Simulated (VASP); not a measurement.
# TiAl3 with r2SCAN + rVV10: from relaxation to properties

Wanted: the relaxed cell of TiAl3 and its properties. The steps: full relaxation (r2SCAN + rVV10), single point with fields (r2SCAN + rVV10), band structure (r2SCAN + rVV10), total and projected DOS (r2SCAN + rVV10), independent-particle dielectric function (r2SCAN + rVV10), volume scan with r2SCAN + rVV10 and fit for r2SCAN + rVV10. The start is a computed cell from the Materials Project.

Main program and level: VASP 6.6.1; r2SCAN with rVV10; plane waves and PAW (Ti_sv, Al).

### Step 1. Starting point

Before any relaxation, the start is as follows. Symmetry: I4/mmm, No. 139, tetragonal system. Conventional cell: a = 3.822 Å, b = 3.822 Å, c = 8.561 Å, α = 90.00°, β = 90.00°, γ = 90.00°. Nearest to Ti lie 12 Al at 2.70 to 2.87 Å. Nearest to Al lie 4 Ti at 2.70 Å and 8 Al at 2.87 Å. Al has 8 Al at 2.70 to 2.87 Å and 4 Ti at 2.87 Å nearest. Farther neighbours are not listed.

As a file:

```xyz
4
Lattice="0.0000 -3.8222 0.0000 -3.8222 0.0000 0.0000 1.9111 -1.9111 -4.2807" Properties=species:S:1:pos:R:3 pbc="T T T"
Ti    0.0000    0.0000    0.0000
Al   -1.9111   -1.9111    0.0000
Al   -1.9111   -3.8222   -2.1403
Al    0.0000   -1.9111   -2.1403
```

### Step 2. Full relaxation (r2SCAN + rVV10)

Properties are meant for the cell that this level of theory prefers, so cell and atoms are relaxed first (ISIF = 3) until forces and stress are small; EDIFFG sets the threshold. r2SCAN adds the kinetic-energy density, costs more than a GGA and is run with LASPH. LUSE_VDW switches on a nonlocal correlation term for dispersion.

The input, INCAR:

```
SYSTEM = TiAl3
PREC = Accurate
ENCUT = 400
EDIFF = 1E-06
NELM = 100
ISMEAR = 1
SIGMA = 0.2
LREAL = .FALSE.
ALGO = Normal
METAGGA = R2SCAN
LUSE_VDW = .TRUE.
IVDW_NL = 2
BPARAM = 11.95
CPARAM = 0.0093
LASPH = .TRUE.
NBANDS = 16
LORBIT = 11
LWAVE = .FALSE.
LCHARG = .FALSE.
KPAR = 4
IBRION = 2
NSW = 60
ISIF = 3
EDIFFG = -0.01
```

The input, POSCAR:

```
TiAl3
1.0
    0.0000000000     -3.8222135426      0.0000000000
   -3.8222135426      0.0000000000      0.0000000000
    1.9111067713     -1.9111067713     -4.2806687947
Ti Al
1 3
Direct
    0.0000000000      0.0000000000      0.0000000000
    0.5000000000      0.5000000000      0.0000000000
    0.7500000000      0.7500000000      0.5000000000
    0.2500000000      0.2500000000      0.5000000000
```

The input, KPOINTS:

```
Automatic mesh
0
Gamma
7 7 7
0 0 0
```

PAW data sets: Ti_sv and Al (PBE family, release 64).

Launch:

```sh
mpirun -np 4 vasp_std
```

What it wrote:

```text
[banner, memory and clock lines left out]
running    4 mpi-ranks, on    1 nodes
 distrk:  each k-point on    1 cores,    4 groups
 distr:  one band on    1 cores,    1 groups

 POSCAR found type information on POSCAR TiAl
 POSCAR found :  2 types and       4 ions
|                                                                             |
|               ----> ADVICE to this user running VASP <----                  |
|                                                                             |
|     You have switched on vdW-DFT.                                           |
|     This routine was written and supplied by Jiri Klimes. We recommend      |
|     that you carefully read and cite the following publications:            |
|       J. Klimes, D.R. Bowler, A. Michelides                                 |
|          J. Phys.: Cond Matt. 22 022201 (2010)                              |
|       J. Klimes, D.R. Bowler, A. Michelides                                 |
|          Phys. Rev. B. 83, 195131 (2011)                                    |
|     and references therein.                                                 |
|                                                                             |

|                                                                             |
|               ----> ADVICE to this user running VASP <----                  |
|                                                                             |
|     You enforced a specific xc type in the INCAR file but a different       |
|     [... a line on the potential file left out ...]
|     I HOPE YOU KNOW WHAT YOU ARE DOING!                                     |
|                                                                             |

 LDA part: xc-table for (None), standard interpolation
 POSCAR, INCAR and KPOINTS ok, starting setup
 FFT: planning ... GRIDC
 FFT: planning ... GRID_SOFT
 FFT: planning ... GRID
 WAVECAR not read
 entering main loop
       N       E                     dE             d eps       ncg     rms          rms(c)
Total rVV10 correction in eV:      0.4963374    27.5390959
Total rVV10 correction in eV:      0.4963374    27.5390959
Total rVV10 correction in eV:      0.4963374    27.5390959
Total rVV10 correction in eV:      0.4963374    27.5390959
DAV:   1     0.881175152557E+02    0.88118E+02   -0.83641E+03  1280   0.104E+03
DAV:   2    -0.321346623661E+02   -0.12025E+03   -0.11871E+03  1344   0.287E+02
DAV:   3    -0.393986944256E+02   -0.72640E+01   -0.70707E+01  2168   0.653E+01
DAV:   4    -0.395558771386E+02   -0.15718E+00   -0.15627E+00  1440   0.955E+00
DAV:   5    -0.395621370297E+02   -0.62599E-02   -0.62595E-02  2136   0.179E+00    0.130E+01
Total rVV10 correction in eV:      0.4751013    27.5390954
Total rVV10 correction in eV:      0.4751013    27.5390954
Total rVV10 correction in eV:      0.4751013    27.5390954
Total rVV10 correction in eV:      0.4751013    27.5390954
DAV:   6    -0.347591495256E+02    0.48030E+01   -0.22395E+01  1784   0.459E+01    0.576E+00
Total rVV10 correction in eV:      0.4794413    27.5390953
Total rVV10 correction in eV:      0.4794413    27.5390953
Total rVV10 correction in eV:      0.4794413    27.5390953
Total rVV10 correction in eV:      0.4794413    27.5390953
DAV:   7    -0.344646720981E+02    0.29448E+00   -0.48189E+00  1656   0.158E+01    0.318E+00
Total rVV10 correction in eV:      0.4750477    27.5390953
Total rVV10 correction in eV:      0.4750477    27.5390953
Total rVV10 correction in eV:      0.4750477    27.5390953
Total rVV10 correction in eV:      0.4750477    27.5390953
DAV:   8    -0.344394868819E+02    0.25185E-01   -0.68145E-01  1736   0.599E+00    0.110E+00
Total rVV10 correction in eV:      0.4751607    27.5390953
Total rVV10 correction in eV:      0.4751607    27.5390953
Total rVV10 correction in eV:      0.4751607    27.5390953
Total rVV10 correction in eV:      0.4751607    27.5390953
DAV:   9    -0.344275992809E+02    0.11888E-01   -0.76427E-02  1640   0.199E+00    0.291E-01
Total rVV10 correction in eV:      0.4754007    27.5390953
Total rVV10 correction in eV:      0.4754007    27.5390953
Total rVV10 correction in eV:      0.4754007    27.5390953
Total rVV10 correction in eV:      0.4754007    27.5390953
DAV:  10    -0.344276779464E+02   -0.78665E-04   -0.83779E-03  1728   0.786E-01    0.785E-02
Total rVV10 correction in eV:      0.4752669    27.5390953
Total rVV10 correction in eV:      0.4752669    27.5390953
Total rVV10 correction in eV:      0.4752669    27.5390953
Total rVV10 correction in eV:      0.4752669    27.5390953
DAV:  11    -0.344276012377E+02    0.76709E-04   -0.14098E-03  1880   0.275E-01    0.266E-02
Total rVV10 correction in eV:      0.4752873    27.5390953
Total rVV10 correction in eV:      0.4752873    27.5390953
Total rVV10 correction in eV:      0.4752873    27.5390953
Total rVV10 correction in eV:      0.4752873    27.5390953
DAV:  12    -0.344275889702E+02    0.12268E-04   -0.99146E-05  1584   0.633E-02    0.768E-03
Total rVV10 correction in eV:      0.4752747    27.5390953
Total rVV10 correction in eV:      0.4752747    27.5390953
Total rVV10 correction in eV:      0.4752747    27.5390953
Total rVV10 correction in eV:      0.4752747    27.5390953
DAV:  13    -0.344275880504E+02    0.91982E-06   -0.68879E-06  1664   0.247E-02
Total rVV10 correction in eV:      0.4752706    27.5390953
Total rVV10 correction in eV:      0.4752706    27.5390953
Total rVV10 correction in eV:      0.4752706    27.5390953
Total rVV10 correction in eV:      0.4752706    27.5390953
Total rVV10 correction in eV:      0.4752734    27.5390953
Total rVV10 correction in eV:      0.4752734    27.5390953
Total rVV10 correction in eV:      0.4752734    27.5390953
Total rVV10 correction in eV:      0.4752734    27.5390953
   1 F= -.34427588E+02 E0= -.34428074E+02  d E =-.344276E+02
 curvature:   0.00 expect dE= 0.000E+00 dE for cont linesearch  0.000E+00
 trial: gam= 0.00000 g(F)=  0.177E-40 g(S)=  0.233E-02 ort = 0.000E+00 (trialstep = 0.100E+01)
 search vector abs. value=  0.233E-02
 bond charge predicted
       N       E                     dE             d eps       ncg     rms          rms(c)
Total rVV10 correction in eV:      0.4745853    27.5390953
Total rVV10 correction in eV:      0.4745853    27.5390953
Total rVV10 correction in eV:      0.4745853    27.5390953
Total rVV10 correction in eV:      0.4745853    27.5390953
DAV:   1    -0.344468477980E+02   -0.19259E-01   -0.37364E-01  1936   0.770E+00    0.123E+00
Total rVV10 correction in eV:      0.4730078    27.5390952
Total rVV10 correction in eV:      0.4730078    27.5390952
Total rVV10 correction in eV:      0.4730078    27.5390952
Total rVV10 correction in eV:      0.4730078    27.5390952
DAV:   2    -0.344371211983E+02    0.97266E-02   -0.29927E-01  1840   0.456E+00    0.578E-01
Total rVV10 correction in eV:      0.4737213    27.5390952
Total rVV10 correction in eV:      0.4737213    27.5390952
Total rVV10 correction in eV:      0.4737213    27.5390952
Total rVV10 correction in eV:      0.4737213    27.5390952
DAV:   3    -0.344276770796E+02    0.94441E-02   -0.66497E-02  1704   0.172E+00    0.166E-01
Total rVV10 correction in eV:      0.4736952    27.5390952
Total rVV10 correction in eV:      0.4736952    27.5390952
Total rVV10 correction in eV:      0.4736952    27.5390952
Total rVV10 correction in eV:      0.4736952    27.5390952
DAV:   4    -0.344277706975E+02   -0.93618E-04   -0.35948E-03  1736   0.382E-01    0.559E-02
Total rVV10 correction in eV:      0.4736853    27.5390952
Total rVV10 correction in eV:      0.4736853    27.5390952
Total rVV10 correction in eV:      0.4736853    27.5390952
Total rVV10 correction in eV:      0.4736853    27.5390952
DAV:   5    -0.344278769819E+02   -0.10628E-03   -0.14661E-04  1544   0.111E-01    0.479E-02
Total rVV10 correction in eV:      0.4736885    27.5390952
Total rVV10 correction in eV:      0.4736885    27.5390952
Total rVV10 correction in eV:      0.4736885    27.5390952
Total rVV10 correction in eV:      0.4736885    27.5390952
DAV:   6    -0.344280028334E+02   -0.12585E-03   -0.24855E-04  1984   0.766E-02    0.225E-02
Total rVV10 correction in eV:      0.4736800    27.5390952
Total rVV10 correction in eV:      0.4736800    27.5390952
Total rVV10 correction in eV:      0.4736800    27.5390952
Total rVV10 correction in eV:      0.4736800    27.5390952
DAV:   7    -0.344280286075E+02   -0.25774E-04   -0.33329E-05  1944   0.334E-02    0.622E-03
Total rVV10 correction in eV:      0.4736784    27.5390952
Total rVV10 correction in eV:      0.4736784    27.5390952
Total rVV10 correction in eV:      0.4736784    27.5390952
Total rVV10 correction in eV:      0.4736784    27.5390952
DAV:   8    -0.344280302918E+02   -0.16843E-05   -0.38329E-06  1528   0.125E-02    0.458E-03
Total rVV10 correction in eV:      0.4736759    27.5390952
Total rVV10 correction in eV:      0.4736759    27.5390952
Total rVV10 correction in eV:      0.4736759    27.5390952
Total rVV10 correction in eV:      0.4736759    27.5390952
DAV:   9    -0.344280308312E+02   -0.53934E-06   -0.41780E-07   824   0.630E-03
Total rVV10 correction in eV:      0.4736737    27.5390952
Total rVV10 correction in eV:      0.4736737    27.5390952
Total rVV10 correction in eV:      0.4736737    27.5390952
Total rVV10 correction in eV:      0.4736737    27.5390952
Total rVV10 correction in eV:      0.4736753    27.5390952
Total rVV10 correction in eV:      0.4736753    27.5390952
Total rVV10 correction in eV:      0.4736753    27.5390952
Total rVV10 correction in eV:      0.4736753    27.5390952
   2 F= -.34428031E+02 E0= -.34428523E+02  d E =-.442781E-03
[...]
3 F= -.34428304E+02 E0= -.34428794E+02  d E =-.715827E-03
[...]
4 F= -.34428304E+02 E0= -.34428793E+02  d E =-.715461E-03
 curvature:  -0.31 expect dE=-0.108E-04 dE for cont linesearch -0.112E-06
 ZBRENT: accuracy reached
 trial: gam= 0.00269 g(F)=  0.542E-40 g(S)=  0.354E-04 ort = 0.292E-04 (trialstep = 0.921E+00)
 search vector abs. value=  0.356E-04
 bond charge predicted
       N       E                     dE             d eps       ncg     rms          rms(c)
Total rVV10 correction in eV:      0.4743224    27.5390952
Total rVV10 correction in eV:      0.4743224    27.5390952
Total rVV10 correction in eV:      0.4743224    27.5390952
Total rVV10 correction in eV:      0.4743224    27.5390952
DAV:   1    -0.344283585150E+02   -0.54900E-04   -0.17647E-03  1504   0.535E-01    0.455E-02
Total rVV10 correction in eV:      0.4743601    27.5390952
Total rVV10 correction in eV:      0.4743601    27.5390952
Total rVV10 correction in eV:      0.4743601    27.5390952
Total rVV10 correction in eV:      0.4743601    27.5390952
DAV:   2    -0.344283324627E+02    0.26052E-04   -0.25186E-04  1584   0.138E-01    0.245E-02
Total rVV10 correction in eV:      0.4743375    27.5390952
Total rVV10 correction in eV:      0.4743375    27.5390952
Total rVV10 correction in eV:      0.4743375    27.5390952
Total rVV10 correction in eV:      0.4743375    27.5390952
DAV:   3    -0.344283241290E+02    0.83338E-05   -0.59439E-05  1632   0.569E-02    0.136E-02
Total rVV10 correction in eV:      0.4743413    27.5390952
Total rVV10 correction in eV:      0.4743413    27.5390952
Total rVV10 correction in eV:      0.4743413    27.5390952
Total rVV10 correction in eV:      0.4743413    27.5390952
DAV:   4    -0.344283220879E+02    0.20411E-05   -0.12034E-05  1992   0.282E-02    0.337E-03
Total rVV10 correction in eV:      0.4743415    27.5390952
Total rVV10 correction in eV:      0.4743415    27.5390952
Total rVV10 correction in eV:      0.4743415    27.5390952
Total rVV10 correction in eV:      0.4743415    27.5390952
DAV:   5    -0.344283219883E+02    0.99572E-07   -0.54014E-07   832   0.607E-03
Total rVV10 correction in eV:      0.4743389    27.5390952
Total rVV10 correction in eV:      0.4743389    27.5390952
Total rVV10 correction in eV:      0.4743389    27.5390952
Total rVV10 correction in eV:      0.4743389    27.5390952
Total rVV10 correction in eV:      0.4743412    27.5390952
Total rVV10 correction in eV:      0.4743412    27.5390952
Total rVV10 correction in eV:      0.4743412    27.5390952
Total rVV10 correction in eV:      0.4743412    27.5390952
   5 F= -.34428322E+02 E0= -.34428812E+02  d E =-.184772E-04
 trial-energy change:   -0.000018  1 .order   -0.000019   -0.000033   -0.000005
 step:   1.0970(harm=  1.0970)  dis= 0.00000  next Energy=   -34.428323 (dE=-0.195E-04)
 reached required accuracy - stopping structural energy minimisation
```

Run time: 2.2 min. Hardware: 4 MPI ranks of Intel Xeon 6975P-C (Granite Rapids), shared host; peak memory 1.1 GiB; 8.7 min of CPU time.

The logs omit lines about the potential files and the build; timing stands in the text.

OUTCAR, selected parts (step 2):

```text
ion  position               nearest neighbor table
   1  0.000  0.000  0.000-   2 2.70   2 2.70   2 2.70   2 2.70   4 2.87   3 2.87   4 2.87   3 2.87
                             4 2.87   3 2.87   4 2.87   3 2.87
   2  0.500  0.500  0.000-   1 2.70   1 2.70   1 2.70   1 2.70   4 2.87   3 2.87   4 2.87   4 2.87
                             3 2.87   4 2.87   3 2.87   3 2.87
   3  0.750  0.750  0.500-   4 2.70   4 2.70   4 2.70   4 2.70   2 2.87   1 2.87   2 2.87   2 2.87
                             1 2.87   1 2.87   1 2.87   2 2.87
   4  0.250  0.250  0.500-   3 2.70   3 2.70   3 2.70   3 2.70   1 2.87   1 2.87   2 2.87   1 2.87
                             2 2.87   2 2.87   1 2.87   2 2.87

  LATTYP: Found a body centered tetragonal cell.
 ALAT       =     3.8222135426
 C/A-ratio  =     2.2398899208

 Subroutine GETGRP returns: Found 16 space group operations
 (whereof 16 operations were pure point group operations)

The static configuration has the point symmetry D_4h.

 Found     40 irreducible k-points:

   k-points           NKPTS =     40   k-points in BZ     NKDIM =     40   number of bands    NBANDS=     16

   dimension x,y,z NGX =    28 NGY =   28 NGZ =   36
   dimension x,y,z NGXF=    56 NGYF=   56 NGZF=   72

   ENCUT  =  400.0 eV  29.40 Ry    5.42 a.u.   6.23  6.23  8.26*2*pi/ulx,y,z

   NELECT =      21.0000    total number of electrons

 k-points in reciprocal lattice and weights: Automatic mesh
   0.00000000  0.00000000  0.00000000       0.003
   0.14285714  0.00000000 -0.00000000       0.023
   0.28571429  0.00000000 -0.00000000       0.023
   0.42857143  0.00000000 -0.00000000       0.023
   0.14285714  0.14285714  0.00000000       0.012
   0.28571429  0.14285714  0.00000000       0.047
   0.42857143  0.14285714  0.00000000       0.047
  -0.42857143  0.14285714  0.00000000       0.047
  -0.28571429  0.14285714  0.00000000       0.047
[...]
0.00000000  0.00000000  0.42857143       0.006
  -0.14285714  0.00000000  0.42857143       0.012

 average (electrostatic) potential at core
       1 -76.6020       2 -74.3236       3 -74.2338       4 -74.2338

 E-fermi :   8.4106

 k-point     1 :       0.0000    0.0000    0.0000
  band No.  band energies     occupation
    ...
      6       5.4144      2.00000
      7       5.4885      2.00000
      8       6.9318      2.00000
      9       7.0931      2.00000
     10       7.0931      2.00000
     11       9.2794     -0.00000
     12      10.1835     -0.00000
     13      10.1835     -0.00000
     14      10.5918     -0.00000
     15      11.3318     -0.00000
    ...

 k-point     2 :       0.1429    0.0000   -0.0000
  band No.  band energies     occupation
    ...
      6       4.5848      2.00000
      7       5.9354      2.00000
      8       6.4894      2.00000
      9       6.9017      2.00000
     10       7.2534      2.00000
     11       8.6390     -0.06857
     12       9.7139     -0.00000
     13      10.4702     -0.00000
     14      10.9574     -0.00000
     15      11.8755     -0.00000
    ...

 k-point     3 :       0.2857    0.0000   -0.0000
  band No.  band energies     occupation
    ...
      7       4.7809      2.00000
      8       5.9610      2.00000
      9       7.4667      2.00000
     10       7.6491      2.00000
     11       8.2810      1.88066
     12       9.6653     -0.00000
     13      10.6577     -0.00000
     14      11.3182     -0.00000
     15      12.1769     -0.00000
     16      13.2557      0.00000

  Total       -0.0073830     -0.0073830      0.0047611      0.0000000      0.0000000      0.0000000
  in kB       -0.1901165     -0.1901165      0.1226009      0.0000000      0.0000000      0.0000000
  external PRESSURE =      -0.0858774 kB  Pullay stress =       0.0000000 kB

  energy-cutoff  :      400.00
  volume of cell :       62.22
      direct lattice vectors                 reciprocal lattice vectors
     0.000000000 -3.813288716 -0.000000000    -0.000000000 -0.262240831  0.116854116
    -3.813288716  0.000000000 -0.000000000    -0.262240831 -0.000000000 -0.116854116
     1.906644358 -1.906644358 -4.278839442     0.000000000  0.000000000 -0.233708232

 POSITION                                       TOTAL-FORCE (eV/Angst)
 -----------------------------------------------------------------------------------
      1.90664     -5.71993     -4.27884        -0.000000      0.000000      0.000000
      0.00000     -3.81329     -4.27884        -0.000000      0.000000      0.000000
     -1.90664     -3.81329     -2.13942        -0.000000      0.000000     -0.000000
      0.00000     -1.90664     -2.13942         0.000000     -0.000000      0.000000
 -----------------------------------------------------------------------------------
    total drift:                                0.000000     -0.000000     -0.000000

  FREE ENERGIE OF THE ION-ELECTRON SYSTEM (eV)
  ---------------------------------------------------
  free  energy   TOTEN  =       -34.4283219883 eV

  energy  without entropy=      -34.4297934495  energy(sigma->0) =      -34.42881248

 reached required accuracy - stopping structural energy minimisation

 total charge
# of ion       s       p       d       tot
------------------------------------------
    1        2.165   6.128   1.982  10.274
    2        0.444   0.395   0.000   0.839
    3        0.405   0.425   0.000   0.829
    4        0.405   0.425   0.000   0.829
--------------------------------------------------
tot          3.418   7.372   1.982  12.772

[... 3 further parts left out ...]
```

CONTCAR:

```
TiAl3
   1.00000000000000
     0.0000000000000000   -3.8132887163894948   -0.0000000000000000
    -3.8132887163894948    0.0000000000000000   -0.0000000000000000
     1.9066443581947474   -1.9066443581947474   -4.2788394424338065
  Ti              Al
     1     3
Direct
     1.0000000000000000    0.0000000000000000    1.0000000000000000
     0.5000000000000000    0.5000000000000000    1.0000000000000000
     0.7500000000000000    0.7500000000000000    0.5000000000000000
     0.2500000000000000    0.2500000000000000    0.5000000000000000
```

This run has no spin polarisation. Its electron count is odd, so without a moment it is a metal by construction. The k-mesh is coarse for a metal. The PAW data sets were made with PBE, which is usual practice but a small mismatch for other functionals. The run keeps the 16 symmetry operations of its start, so it cannot find a distortion of lower symmetry.

[end of part 1 of 6]

[Lines on the potential files, build, host, timing and source positions are cut from VASP's logs without a mark.]

[Logs are printed without paths, hosts, clocks, repeated set-up lines and the standing remarks that a program may print on its own settings, such as how far it seeks lower states.]

[Hosts, paths, dates, database ids (printed as entryN), source tags and the programs' standing remarks are cut or masked in the printed files.]

[A measured line is paired with the nearest computed mode of its activity, which favours agreement.]
